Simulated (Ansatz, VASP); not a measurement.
# Ba2H3F: VASP beside Ansatz, part 2 of 3

Aim: how closely do two programs agree when they are given the same cell, functional and k mesh? The cell is generated by rule, not measured, and may not be a known phase. The cell is taken from a series of runs on this material, whose earlier steps may have relaxed, scaled, displaced or heated it; both programs get it as it stands.

VASP 6.6.1 and Ansatz 0.2.0.

So far: Starting point; VASP: zone-centre phonons, PBEsol.

**2. VASP: zone-centre phonons, PBEsol (continued)**

Level of this step: PBEsol; plane waves and PAW (Ba_sv, H, F); invented cell (VASP).

Parts of OUTCAR (step 2):

```text
ion  position               nearest neighbor table
   1  0.667  0.333  0.750-   4 2.49   4 2.49   4 2.49   3 2.74   6 2.90   6 2.90   6 2.90   2 3.88
                             2 3.88   2 3.88   2 3.89   2 3.89   2 3.89
   2  0.333  0.667  0.250-   3 2.49   3 2.49   3 2.49   4 2.74   6 2.90   6 2.90   6 2.90   1 3.88
                             1 3.88   1 3.88   1 3.89   1 3.89   1 3.89
   3  0.667  0.333  0.292-   2 2.49   2 2.49   2 2.49   1 2.74
   4  0.333  0.667  0.708-   1 2.49   1 2.49   1 2.49   2 2.74
   5  0.000  0.000  0.500-
   6  0.000  0.000  0.000-   1 2.90   2 2.90   1 2.90   2 2.90   1 2.90   2 2.90

  LATTYP: Found a hexagonal cell.
 ALAT       =     4.2935918184
 C/A-ratio  =     1.3925675919

 Subroutine GETGRP returns: Found 12 space group operations
 (whereof 12 operations were pure point group operations)

The static configuration has the point symmetry D_3d.

 Found     24 irreducible k-points:

   k-points           NKPTS =     24   k-points in BZ     NKDIM =     24   number of bands    NBANDS=     21

   dimension x,y,z NGX =    36 NGY =   36 NGZ =   48
   dimension x,y,z NGXF=    72 NGYF=   72 NGZF=   96

   ENCUT  =  600.0 eV  44.10 Ry    6.64 a.u.   8.58  8.58 11.94*2*pi/ulx,y,z

   NELECT =      30.0000    total number of electrons

 k-points in reciprocal lattice and weights: Automatic mesh
   0.00000000  0.00000000  0.00000000       0.007
   0.16666667  0.00000000  0.00000000       0.042
   0.33333333  0.00000000  0.00000000       0.042
   0.50000000  0.00000000  0.00000000       0.021
   0.16666667  0.16666667  0.00000000       0.042
   0.33333333  0.16666667  0.00000000       0.083
   0.33333333  0.33333333  0.00000000       0.014
   0.00000000  0.00000000  0.25000000       0.014
   0.16666667  0.00000000  0.25000000       0.042
[...]
0.33333333  0.16666667  0.50000000       0.083
   0.33333333  0.33333333  0.50000000       0.014

 average (electrostatic) potential at core
       1 -36.9361       2 -36.9361       3 -32.0779       4 -32.0779       5 -31.7009
       6 -77.4786

  Total        0.5910974      0.5910974      0.4846412     -0.0000000     -0.0000000      0.0000000
  in kB        9.9211136      9.9211136      8.1343285     -0.0000000     -0.0000000      0.0000000
  external PRESSURE =       9.3255186 kB  Pullay stress =       0.0000000 kB

  energy-cutoff  :      600.00
  volume of cell :       95.46
      direct lattice vectors                 reciprocal lattice vectors
     4.293591818  0.000002819  0.000000000     0.232905144  0.134468051  0.000000000
    -2.146798350  3.718358179  0.000000000    -0.000000177  0.268935797  0.000000000
     0.000000000  0.000000000  5.979116819     0.000000000  0.000000000  0.167248781

[...]
-0.00000      2.47891      1.49658        -0.000000      0.000000     -0.004093
      2.14680      1.23945      1.74644        -0.000000      0.000000      0.000019
     -0.00000      2.47891      4.23268         0.000000      0.000000     -0.000019
      0.00000      0.00000      2.98956        -0.000000      0.000000      0.000000
      0.00000      0.00000      0.00000        -0.000000      0.000000      0.000000
 -----------------------------------------------------------------------------------
    total drift:                                0.000000     -0.000000     -0.000000

 Eigenvectors and eigenvalues of the dynamical matrix
 ----------------------------------------------------

   1 f  =   31.156040 THz   195.759176 2PiTHz 1039.253645 cm-1   128.850972 meV
             X         Y         Z           dx          dy          dz
      2.146795  1.239455  4.482534     0.011567   -0.044145   -0.000000
     -0.000002  2.478906  1.496583     0.011567   -0.044145    0.000000
      2.146795  1.239455  1.746438    -0.175940    0.671445   -0.000000
     -0.000002  2.478906  4.232679    -0.175940    0.671445    0.000000
      0.000000  0.000000  2.989558     0.044776   -0.170880    0.000000
      0.000000  0.000000  0.000000     0.008182   -0.031225   -0.000000

   2 f  =   31.156040 THz   195.759176 2PiTHz 1039.253645 cm-1   128.850972 meV
             X         Y         Z           dx          dy          dz
      2.146795  1.239455  4.482534    -0.044145   -0.011567    0.000000
     -0.000002  2.478906  1.496583    -0.044145   -0.011567   -0.000000
      2.146795  1.239455  1.746438     0.671445    0.175940    0.000000
     -0.000002  2.478906  4.232679     0.671445    0.175940    0.000000
      0.000000  0.000000  2.989558    -0.170880   -0.044776    0.000000
      0.000000  0.000000  0.000000    -0.031225   -0.008182    0.000000

   3 f  =   31.041659 THz   195.040496 2PiTHz 1035.438293 cm-1   128.377929 meV
             X         Y         Z           dx          dy          dz
      2.146795  1.239455  4.482534     0.010548   -0.040255   -0.000000
     -0.000002  2.478906  1.496583    -0.010548    0.040255    0.000000
      2.146795  1.239455  1.746438     0.178927   -0.682827    0.000000
     -0.000002  2.478906  4.232679    -0.178927    0.682827   -0.000000
      0.000000  0.000000  2.989558    -0.000000   -0.000000   -0.000000
      0.000000  0.000000  0.000000    -0.000000   -0.000000   -0.000000

   4 f  =   31.041659 THz   195.040496 2PiTHz 1035.438293 cm-1   128.377929 meV
             X         Y         Z           dx          dy          dz
      2.146795  1.239455  4.482534    -0.040255   -0.010548   -0.000000
     -0.000002  2.478906  1.496583     0.040255    0.010548   -0.000000
      2.146795  1.239455  1.746438    -0.682827   -0.178927    0.000000
     -0.000002  2.478906  4.232679     0.682827    0.178927   -0.000000
      0.000000  0.000000  2.989558     0.000000    0.000000    0.000000
      0.000000  0.000000  0.000000     0.000000    0.000000    0.000000

   5 f  =   22.505783 THz   141.408003 2PiTHz  750.712104 cm-1    93.076396 meV
             X         Y         Z           dx          dy          dz
      2.146795  1.239455  4.482534    -0.000000    0.000000   -0.022065
     -0.000002  2.478906  1.496583    -0.000000    0.000000   -0.022065
      2.146795  1.239455  1.746438     0.000000   -0.000000    0.026476
     -0.000002  2.478906  4.232679     0.000000   -0.000000    0.026476
      0.000000  0.000000  2.989558    -0.000000    0.000000    0.991430
      0.000000  0.000000  0.000000     0.000000   -0.000000   -0.121209

   6 f  =   15.240726 THz    95.760309 2PiTHz  508.375914 cm-1    63.030552 meV
             X         Y         Z           dx          dy          dz
      2.146795  1.239455  4.482534     0.012007   -0.045824    0.000000
     -0.000002  2.478906  1.496583     0.012007   -0.045824   -0.000000
      2.146795  1.239455  1.746438    -0.030752    0.117362    0.000000
     -0.000002  2.478906  4.232679    -0.030752    0.117362   -0.000000
      0.000000  0.000000  2.989558    -0.249047    0.950475    0.000000
      0.000000  0.000000  0.000000     0.006441   -0.024582    0.000000

   7 f  =   15.240726 THz    95.760309 2PiTHz  508.375914 cm-1    63.030552 meV
             X         Y         Z           dx          dy          dz
      2.146795  1.239455  4.482534    -0.045824   -0.012007   -0.000000
     -0.000002  2.478906  1.496583    -0.045824   -0.012007    0.000000
      2.146795  1.239455  1.746438     0.117362    0.030752   -0.000000
     -0.000002  2.478906  4.232679     0.117362    0.030752    0.000000
      0.000000  0.000000  2.989558     0.950475    0.249047    0.000000
      0.000000  0.000000  0.000000    -0.024582   -0.006441   -0.000000

   8 f  =   15.235614 THz    95.728184 2PiTHz  508.205369 cm-1    63.009407 meV
             X         Y         Z           dx          dy          dz
      2.146795  1.239455  4.482534    -0.000000    0.000000    0.053690
     -0.000002  2.478906  1.496583    -0.000000    0.000000   -0.053690
      2.146795  1.239455  1.746438     0.000000   -0.000000    0.705066
     -0.000002  2.478906  4.232679     0.000000   -0.000000   -0.705066
      0.000000  0.000000  2.989558     0.000000   -0.000000    0.000000
      0.000000  0.000000  0.000000    -0.000000    0.000000   -0.000000

   9 f  =   13.349048 THz    83.874544 2PiTHz  445.276319 cm-1    55.207203 meV
             X         Y         Z           dx          dy          dz
      2.146795  1.239455  4.482534     0.000000    0.000000   -0.021931
     -0.000002  2.478906  1.496583     0.000000    0.000000   -0.021931
      2.146795  1.239455  1.746438    -0.000000   -0.000000    0.692982
     -0.000002  2.478906  4.232679    -0.000000   -0.000000    0.692982
      0.000000  0.000000  2.989558    -0.000000   -0.000000   -0.060824
      0.000000  0.000000  0.000000    -0.000000   -0.000000   -0.186788

  10 f  =    5.111576 THz    32.116980 2PiTHz  170.503827 cm-1    21.139771 meV
             X         Y         Z           dx          dy          dz
      2.146795  1.239455  4.482534     0.000000    0.000000   -0.189644
     -0.000002  2.478906  1.496583     0.000000    0.000000   -0.189644
      2.146795  1.239455  1.746438     0.000000    0.000000    0.125291
     -0.000002  2.478906  4.232679    -0.000000   -0.000000    0.125291
      0.000000  0.000000  2.989558    -0.000000    0.000000    0.099988
      0.000000  0.000000  0.000000    -0.000000   -0.000000    0.941635

  11 f  =    4.117328 THz    25.869935 2PiTHz  137.339281 cm-1    17.027893 meV
             X         Y         Z           dx          dy          dz
      2.146795  1.239455  4.482534    -0.046622    0.177922   -0.000000
     -0.000002  2.478906  1.496583    -0.046622    0.177922    0.000000
      2.146795  1.239455  1.746438     0.002771   -0.010576   -0.000000
     -0.000002  2.478906  4.232679     0.002771   -0.010576   -0.000000
      0.000000  0.000000  2.989558     0.001149   -0.004386   -0.000000
      0.000000  0.000000  0.000000     0.244717   -0.933914   -0.000000

  12 f  =    4.117328 THz    25.869935 2PiTHz  137.339281 cm-1    17.027893 meV
             X         Y         Z           dx          dy          dz
      2.146795  1.239455  4.482534     0.177922    0.046622   -0.000000
     -0.000002  2.478906  1.496583     0.177922    0.046622    0.000000
      2.146795  1.239455  1.746438    -0.010576   -0.002771   -0.000000
     -0.000002  2.478906  4.232679    -0.010576   -0.002771   -0.000000
      0.000000  0.000000  2.989558    -0.004386   -0.001149   -0.000000
      0.000000  0.000000  0.000000    -0.933914   -0.244717   -0.000000

  13 f  =    3.483429 THz    21.887029 2PiTHz  116.194679 cm-1    14.406298 meV
             X         Y         Z           dx          dy          dz
      2.146795  1.239455  4.482534     0.000000   -0.000000    0.705066
     -0.000002  2.478906  1.496583    -0.000000    0.000000   -0.705066
      2.146795  1.239455  1.746438    -0.000000   -0.000000   -0.053690
     -0.000002  2.478906  4.232679    -0.000000   -0.000000    0.053690
      0.000000  0.000000  2.989558     0.000000   -0.000000   -0.000000
      0.000000  0.000000  0.000000    -0.000000   -0.000000   -0.000000
    [... 43 further lines ...]
      0.000000  0.000000  2.989558     0.039993    0.041805    0.000000
      0.000000  0.000000  0.000000     0.177901    0.185964    0.000000

 ELASTIC MODULI CONTR FROM IONIC RELAXATION (kBar)
 Direction    XX          YY          ZZ          XY          YZ          ZX
 --------------------------------------------------------------------------------
 XX        -279.8078    196.9007     75.6135      0.0000     36.2631     -0.0001
 YY         196.9007   -279.8078     75.6135      0.0000    -36.2631      0.0001
 ZZ          75.6135     75.6135   -177.8138     -0.0000     -0.0000      0.0000
 XY           0.0000      0.0000     -0.0000   -238.3542      0.0001     38.7291
 YZ          36.2631    -36.2631     -0.0000      0.0001     -7.1339      0.0000
 ZX          -0.0001      0.0001      0.0000     38.7291      0.0000     -7.6388
 --------------------------------------------------------------------------------
```

Harder data sets than Ba_sv exist (the GW ones), and pressures, volumes and forces can shift noticeably with them.

(Part 2 of 3 ends here.)

[Lines on the potential files, build, host, timing and source positions are cut from VASP's logs without a mark.]

[Logs are printed without paths, hosts, clocks, repeated set-up lines and the standing remarks that a program may print on its own settings, such as how far it seeks lower states.]

[Hosts, paths, dates, database ids (printed as entryN), source tags and the programs' standing remarks are cut or masked in the printed files.]
